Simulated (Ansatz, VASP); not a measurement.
## One calculation of NbRh, two programs

The input INCAR:

```
SYSTEM = NbRh
ALGO     = Normal         ! electronic algorithm
EDIFF    = 1E-6           ! SCF threshold, eV
EDIFFG   = -0.005         ! ionic threshold
ENCUT    = 600            ! plane-wave cutoff, eV
GGA      = CA             ! functional
IBRION   = 2              ! ionic algorithm
ISIF     = 3              ! what is computed and relaxed
ISMEAR   = 0              ! smearing method
LASPH    = .TRUE.         ! aspherical terms in the spheres
LCHARG   = .FALSE.        ! write CHGCAR
LREAL    = .FALSE.        ! projectors in reciprocal space
LWAVE    = .FALSE.        ! write WAVECAR
NELM     = 100            ! most SCF steps
NSW      = 70             ! ionic steps
PREC     = Accurate       ! precision mode
SIGMA    = 0.1            ! smearing width, eV
```

File KPOINTS:

```
k-points
0
G
  14 14 12
  0 0 0
```

File POSCAR:

```
NbRh
1.0
    2.8630154157      0.0000000000      0.0000000000
    0.0000000000      2.8630154157      0.0000000000
    0.0000000000      0.0000000000      3.8735867308
Nb Rh
1 1
Direct
    0.0000000000      0.0000000000      0.0000000000
    0.5000000000      0.5000000000      0.5000000000
```

Input for Ansatz:

```yaml
crystal:
  lattice:
    - [2.8630154157, 0.0, 0.0]
    - [0.0, 2.8630154157, 0.0]
    - [0.0, 0.0, 3.8735867308]
  atoms:
    - { symbol: Nb, position: [0.0, 0.0, 0.0] }
    - { symbol: Rh, position: [0.5, 0.5, 0.5] }
basis:
  ecutwfc: 420
kpoints:
  mp_grid: { grid: [14, 14, 12] }
hamiltonian:
  xc: lda
scf:
  occupations: { method: gaussian, width: 0.1 }
output:
  forces: true
  stress: true
  eigenvalues: true
relax:
  adjacent_minimum: "off"
  f_tol: 0.005
  max_steps: 50
  cell: { stress_tol: 0.05 }
```

Alike in both runs: task relaxation of cell and atoms; functional LDA; k mesh 14 × 14 × 12; occupations gaussian, width 0.1 eV; no spin polarisation.

|  | VASP | Ansatz |
| --- | --- | --- |
| version | VASP 6.6.1 | Ansatz 0.2.0 |
| potentials or method | VASP PAW LDA potentials, release 64 (Nb_sv, Rh_pv) | scalar-relativistic, plane waves, PAW |
| plane-wave cutoff (eV) | 600 | 420 |
| valence electrons in the cell | 28 | 30 |

|  | VASP | Ansatz | Ansatz less VASP |
| --- | --- | --- | --- |
| gap on the k mesh at the Fermi level, each at its own relaxed structure (eV) | none | none | - |
| relaxed volume (Å³/atom) | 15.03 | 15.02 | -0.016 |
| relaxed cell length with the largest relative difference (Å) | 3.815 | 3.813 | -0.0018 |
| energy change over the relaxation (meV/atom) | -34 | -36 | -1.3 |

A gap of «none» marks a metal or a gap that the smearing closes. The two sets of potentials don't hold the same shells in valence.

LDA usually gives volumes a few per cent too small. Zero-point motion and thermal expansion aren't in these numbers.
